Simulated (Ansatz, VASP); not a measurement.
**Ge17H15 (H-capped Ge nanowire along [111]): VASP beside Ansatz**

One calculation is typed for both programs; each brings its own data sets. How far apart do they land? The cell is taken from a series of runs on this material, whose earlier steps may have relaxed, scaled, displaced or heated it; both programs get it as it stands.

Method: plane waves, with VASP 6.6.1 beside it; single point at PBEsol, in Ansatz 0.2.0.

## Step 1: Starting point

The cell holds 64 atoms: 34 Ge and 30 H. Cell: a = 19.500 Å, b = 18.815 Å, c = 9.800 Å, α = 90.0°, β = 90.0°, γ = 90.0°. It derives from Ge (diamond-structure). As first built, before any earlier steps moved the atoms (in the runner's words): square section of size parameter 4.53 A cut from diamond-structure Ge (a = 5.658 A) along [111], 1 periods, broken bonds capped with H. Vacuum lies along a and b. The structure's axis is c.

## Step 2: VASP: single point, PBEsol

A single point gives forces, pressure and levels at one fixed geometry, so differences don't come from the geometry; what else differs is listed under the comparison.

Lines of VASP's logs that name or quote its potential files are left out, and so is its time.

The input, INCAR:

```
SYSTEM = Ge17H15
PREC = Accurate
ENCUT = 410
EDIFF = 1E-06
NELM = 120
ISMEAR = 0
SIGMA = 0.01
LREAL = Auto
ALGO = Normal
GGA = PS
NBANDS = 304
LORBIT = 11
LWAVE = .FALSE.
LCHARG = .FALSE.
ISIF = 2
LASPH = .TRUE.
GGA_COMPAT = .FALSE.
EFERMI = MIDGAP
KPAR = 2
```

The input, POSCAR:

```
Ge17H15
1.0
   19.5001000000      0.0000000000      0.0000000000
    0.0000000000     18.8146000000      0.0000000000
    0.0000000000      0.0000000000      9.7999400000
Ge H
34 30
Direct
    0.3971500000      0.3172800000      0.0000300000
    0.3962900000      0.3138500000      0.2506100000
    0.3982800000      0.4396700000      0.3323100000
    0.3975900000      0.4374000000      0.5846500000
    0.2937800000      0.3762700000      0.6653300000
    0.2926900000      0.3770300000      0.9179700000
    0.3970600000      0.6840700000      0.0002100000
    0.3970600000      0.6849100000      0.2492500000
    0.2964100000      0.5006100000      0.9991400000
    0.2942200000      0.4989800000      0.2488300000
    0.2947600000      0.6247200000      0.3352400000
    0.2944200000      0.6243000000      0.5855500000
    0.3944000000      0.5608500000      0.6653900000
    0.3962100000      0.5611900000      0.9146100000
    0.6021000000      0.3150000000      0.9996900000
    0.6018200000      0.3150500000      0.2518400000
    0.6026800000      0.4380900000      0.3339600000
    0.6027300000      0.4367200000      0.5844700000
    0.5004200000      0.3783500000      0.6670300000
    0.5008000000      0.3759900000      0.9207700000
    0.6036900000      0.6851100000      0.0008200000
    0.6021400000      0.6844200000      0.2503400000
    0.5004400000      0.4995900000      0.0004000000
    0.5008100000      0.4989000000      0.2499500000
    0.4998100000      0.6209300000      0.3352000000
    0.4987800000      0.6236100000      0.5836100000
    0.6030700000      0.5623400000      0.6649800000
    0.6022000000      0.5624900000      0.9177100000
    0.7046000000      0.3757900000      0.6675500000
    0.7048600000      0.3786500000      0.9155200000
    0.7048300000      0.4989000000      0.9981400000
    0.7052000000      0.5010100000      0.2510900000
    0.7038300000      0.6214600000      0.3349300000
    0.7055700000      0.6226800000      0.5819000000
    0.3974200000      0.2381600000      0.9496700000
    0.3343700000      0.2785300000      0.3028800000
    0.4617400000      0.2762400000      0.3029700000
    0.2958700000      0.3004200000      0.6149200000
    0.2319100000      0.4168300000      0.6117000000
    0.2303500000      0.3391000000      0.9713100000
    0.4635500000      0.7242200000      0.9464100000
    0.3332600000      0.7226500000      0.9502500000
    0.3962300000      0.7590800000      0.3027800000
    0.2295800000      0.5363600000      0.9512000000
    0.2300200000      0.4594100000      0.3009700000
    0.2310300000      0.6619500000      0.2802000000
    0.2307700000      0.5843100000      0.6321500000
    0.2952800000      0.6992800000      0.6361700000
    0.6030500000      0.2372600000      0.9510300000
    0.6664700000      0.2784800000      0.3041000000
    0.5378900000      0.2775200000      0.3037100000
    0.5007300000      0.3032100000      0.6144700000
    0.5373700000      0.7217000000      0.9487500000
    0.6673000000      0.7221400000      0.9434100000
    0.6019700000      0.7623400000      0.3026800000
    0.5011900000      0.7004200000      0.6328300000
    0.7692300000      0.4164200000      0.6126200000
    0.7038900000      0.3012100000      0.6152100000
    0.7680900000      0.3375000000      0.9722700000
    0.7700600000      0.5368600000      0.9447900000
    0.7690300000      0.4627300000      0.3017100000
    0.7682600000      0.6610600000      0.2789200000
    0.7689900000      0.5859900000      0.6340400000
    0.7041900000      0.7004900000      0.6354900000
```

The input, KPOINTS:

```
Automatic mesh
0
Gamma
1 1 3
0 0 0
```

The projector-augmented-wave data sets are Ge_d and H (PBE family, release 64).

Started as:

```bash
$ mpirun -np 8 vasp_std
```

Numbers of over 12 decimals in the logs are rounded to 6 here.

The program printed:

```text
[banner, memory and clock lines left out]
running    8 mpi-ranks, on    1 nodes
[...]
|                                                                             |
|           W    W    AA    RRRRR   N    N  II  N    N   GGGG   !!!           |
|           W    W   A  A   R    R  NN   N  II  NN   N  G    G  !!!           |
|           W    W  A    A  R    R  N N  N  II  N N  N  G       !!!           |
|           W WW W  AAAAAA  RRRRR   N  N N  II  N  N N  G  GGG   !            |
|           WW  WW  A    A  R   R   N   NN  II  N   NN  G    G                |
|           W    W  A    A  R    R  N    N  II  N    N   GGGG   !!!           |
|                                                                             |
|     For optimal performance we recommend to set                             |
|       NCORE = 2 up to number-of-cores-per-socket                            |
|     NCORE specifies how many cores store one orbital (NPAR=cpu/NCORE).      |
|     This setting can greatly improve the performance of VASP for DFT.       |
[...]
|                                                                             |
|     You enforced a specific xc type in the INCAR file but a different       |
|     [... a line on the potential file left out ...]
|     I HOPE YOU KNOW WHAT YOU ARE DOING!                                     |
|                                                                             |

 LDA part: xc-table for (Slater+PW92), standard interpolation
 POSCAR, INCAR and KPOINTS ok, starting setup
[...]
entering main loop
       N       E                     dE             d eps       ncg     rms          rms(c)
DAV:   1     0.510402808239E+04    0.51040E+04   -0.21685E+05  1296   0.202E+03
DAV:   2     0.640964375182E+03   -0.44631E+04   -0.43357E+04  1632   0.471E+02
DAV:   3    -0.196962346703E+03   -0.83793E+03   -0.82200E+03  1696   0.209E+02
DAV:   4    -0.265104267860E+03   -0.68142E+02   -0.67674E+02  1392   0.659E+01
[...]
DAV:  26    -0.258151494248E+03   -0.67977E-05   -0.36345E-07   864   0.299E-03    0.248E-04
DAV:  27    -0.258151496207E+03   -0.19587E-05   -0.20602E-07   880   0.284E-03    0.198E-04
DAV:  28    -0.258151497198E+03   -0.99173E-06   -0.75851E-08   856   0.209E-03
   1 F= -.25815150E+03 E0= -.25815150E+03  d E =0.000000E+00
```

Parts of OUTCAR (step 2):

```text
  Total       -0.4210649     -4.5046323     -8.6437748     -0.1560922      0.7580063      0.4051416
  in kB       -0.1876309     -2.0073111     -3.8517561     -0.0695563      0.3377755      0.1805353
  external PRESSURE =      -2.0155660 kB  Pullay stress =       0.0000000 kB

 POSITION                                       TOTAL-FORCE (eV/Angst)
 -----------------------------------------------------------------------------------
      7.74446      5.96950      0.00029        -0.279674     -0.216589      0.181019
      7.72769      5.90496      2.45596         0.851578      1.160859     -0.576607
      7.76650      8.27222      3.25662        -0.280048     -0.549188      0.085777
      7.75304      8.22951      5.72953        -0.219278      0.111216     -0.169434
      5.72874      7.07937      6.52019         0.560042      0.476200      0.709849
      5.70748      7.09367      8.99605         0.984054      0.499971     -0.572755
      7.74271     12.87050      0.00206         0.389550     -0.105881      0.094855
      7.74271     12.88631      2.44264         0.136548     -1.293501     -0.291843
      5.78002      9.41878      9.79151        -0.223015     -0.550077      0.297191
      5.73732      9.38811      2.43852         0.375812      0.665437      0.071495
      5.74785     11.75386      3.28533         0.424476     -0.705847      0.078961
      5.74122     11.74595      5.73835         0.218063     -0.644392     -0.789650
      7.69084     10.55217      6.52078         0.465378      0.054271     -0.015709
      7.72613     10.55857      8.96312         0.427640      0.193326      0.109735
[...]
-----------------------------------------------------------------------------------
    total drift:                               -0.013540     -0.001479      0.002848

  FREE ENERGIE OF THE ION-ELECTRON SYSTEM (eV)
  ---------------------------------------------------
  free  energy   TOTEN  =      -258.1514971983 eV

  energy  without entropy=     -258.1514971983  energy(sigma->0) =     -258.15149720

[... 2 further parts left out ...]
```

(Continued in part 2 of 2.)

[Lines on the potential files, build, host, timing and source positions are cut from VASP's logs without a mark.]

[Logs are printed without paths, hosts, clocks, repeated set-up lines and the standing remarks that a program may print on its own settings, such as how far it seeks lower states.]

[Hosts, paths, dates, database ids (printed as entryN), source tags and the programs' standing remarks are cut or masked in the printed files.]
